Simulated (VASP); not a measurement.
Computed with PBEsol GGA, VASP's PBE PAW potentials (set 64) (plane waves; VASP).

The input files of a VASP run:

### KPOINTS
```
kpoints
0
G
 6 6 8
```

### INCAR
```
# general
SYSTEM  = SiO2
PREC    = Accurate
ENCUT   = 620   # plane-wave cut-off (eV)
LREAL   = .False.
LASPH   = .True.   # aspherical one-centre terms

# electronic loop
EDIFF   = 1E-6
NELM    = 100   # most electronic steps
ALGO    = Normal

# smearing
ISMEAR  = 0
SIGMA   = 0.05   # width (eV)

# functional
GGA     = PS

# ions
IBRION  = 2   # conjugate gradients
NSW     = 40   # most ionic steps
ISIF    = 3   # ions, shape and volume
EDIFFG  = -0.02
PSTRESS = 300   # kbar

# output
LWAVE   = .False.
LCHARG  = .False.
```

### POSCAR
```
SiO2
1
    4.0962266585     0.0000000000     0.0000000000
    0.0000000000     4.0962266585     0.0000000000
    0.0000000000     0.0000000000     2.6475637488
Si O
2 4
Direct
  0.0000000000   0.0000000000   0.0000000000
  0.5000000000   0.5000000000   0.5000000000
  0.3038459520   0.3038459520   0.0000000000
  0.8038459520   0.1961540480   0.5000000000
  0.1961540480   0.8038459520   0.5000000000
  0.6961540480   0.6961540480   0.0000000000
```

POTCAR, in this order: Si O (PBE.64 set). Program: vasp_std.

Question: What will the output report for the number of irreducible k-points (NKPTS), largest plane-wave count, number of space-group operations, FFT grid (NGX, NGY, NGZ)?

Answer: 
| Quantity | Value |
|---|---|
| number of irreducible k-points (NKPTS) | 50 |
| largest plane-wave count | 1572 |
| number of space-group operations | 16 |
| FFT grid (NGX, NGY, NGZ) | 36 × 36 × 24 |

The compound is SiO2 in the rutile structure, stishovite, a high-pressure form. This run relaxes it under an external pressure of 30 GPa. Symmetry was kept, so distortions that lower it aren't found.
